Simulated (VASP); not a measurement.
OSZICAR of a VASP run on PbSe (rock salt):

### OSZICAR
```
       N       E                     dE             d eps       ncg     rms          rms(c)
DAV:   1     0.144563140078E+03    0.14456E+03   -0.83969E+03   560   0.116E+03
DAV:   2     0.341841983418E+01   -0.14114E+03   -0.13883E+03   566   0.317E+02
DAV:   3    -0.828550906342E+01   -0.11704E+02   -0.11660E+02   776   0.980E+01
DAV:   4    -0.852123512184E+01   -0.23573E+00   -0.23565E+00   580   0.174E+01
DAV:   5    -0.852888036783E+01   -0.76452E-02   -0.76451E-02   766   0.302E+00    0.271E+00
DAV:   6    -0.829495717782E+01    0.23392E+00   -0.26178E-01   758   0.377E+00    0.159E+00
DAV:   7    -0.819400631432E+01    0.10095E+00   -0.50481E-01   750   0.415E+00    0.461E-01
DAV:   8    -0.819882370854E+01   -0.48174E-02   -0.37483E-02   578   0.178E+00    0.168E-01
DAV:   9    -0.819845737095E+01    0.36634E-03   -0.81837E-03   768   0.974E-01    0.106E-01
DAV:  10    -0.819849314412E+01   -0.35773E-04   -0.94185E-04   578   0.216E-01    0.334E-02
DAV:  11    -0.819858708715E+01   -0.93943E-04   -0.13656E-04   608   0.777E-02    0.198E-02
DAV:  12    -0.819862125952E+01   -0.34172E-04   -0.54314E-05   590   0.466E-02    0.654E-03
DAV:  13    -0.819862248576E+01   -0.12262E-05   -0.48374E-06   722   0.208E-02    0.497E-03
DAV:  14    -0.819862255929E+01   -0.73528E-07   -0.65860E-06   566   0.209E-02
   1 F= -.81986226E+01 E0= -.81986226E+01  d E =-.188371E-11
```

Q: Which electronic solver shows in the log?

A: It is blocked Davidson (ALGO = Normal, or the opening steps of other solvers). The INCAR had ALGO = Normal.

Q: Can the final energy be trusted as converged?

A: The calculation finished and met its thresholds. It stopped with EDIFF = 1E-6, NELM = 100 (PBE GGA, plane waves, VASP's PBE PAW potentials (set 64)).

The compound is PbSe in the rock salt structure. The cell was not relaxed at this level. The run is one of a series of settings (AMIX = 0.6, BMIX = 3.0, IMIX = 4 against the base run), some of them coarse on purpose.
